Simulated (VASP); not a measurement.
An input for Quantum ESPRESSO's pw.x (written as the equivalent of a VASP run, and not itself run):

```
&CONTROL
  calculation = 'scf'
  pseudo_dir = './pseudo'
  outdir = './out'
  tprnfor = .true.
  tstress = .true.
/
&SYSTEM
  ibrav = 0
  nat = 1
  ntyp = 1
  ecutwfc = 88
  occupations = 'smearing'
  smearing = 'methfessel-paxton'
  degauss = 0.00735
  input_dft = 'pbe'
/
&ELECTRONS
  conv_thr = 7.3e-08
  electron_maxstep = 100
/
ATOMIC_SPECIES
  Rh 102.906 Rh.upf
CELL_PARAMETERS angstrom
     0.0000000    1.9000000    1.9000000
     1.9000000    0.0000000    1.9000000
     1.9000000    1.9000000    0.0000000
ATOMIC_POSITIONS crystal
  Rh   0.0000000  0.0000000  0.0000000
K_POINTS automatic
  15 15 15 0 0 0
```

Q: Write the VASP files for the same calculation (PBE).

A: One answer among several that fit: 
INCAR:
```
SYSTEM = Rh
PREC = Accurate
ENCUT = 350
EDIFF = 1E-6
NELM = 100
ALGO = Normal
LREAL = .FALSE.
LASPH = .TRUE.
ISMEAR = 1
SIGMA = 0.1
GGA = PE
LMAXMIX = 4
LWAVE = .FALSE.
LCHARG = .FALSE.
ISIF = 2
```

File POSCAR:
```
Rh
1.90
  0.0000000000   1.0000000000   1.0000000000
  1.0000000000   0.0000000000   1.0000000000
  1.0000000000   1.0000000000   0.0000000000
Rh
1
direct
  0.0000000000   0.0000000000   0.0000000000
```

**KPOINTS**
```
Automatic mesh
0
Gamma
 15 15 15
0 0 0
```

POTCAR, in this order: Rh_pv (PBE.64 set). Program: vasp_std.

Limits of the translation: the potentials are each code's own (VASP's PAW set, PseudoDojo norm-conserving files in pw.x), so ENCUT and ecutwfc are chosen apart and not converted; conv_thr bounds pw.x's estimated SCF error, while EDIFF bounds the energy change between steps.

The compound is Rh in the fcc structure. The cell was not relaxed at this level. The run is one of a series of settings (ENCUT = 350 against the base run), some of them coarse on purpose.
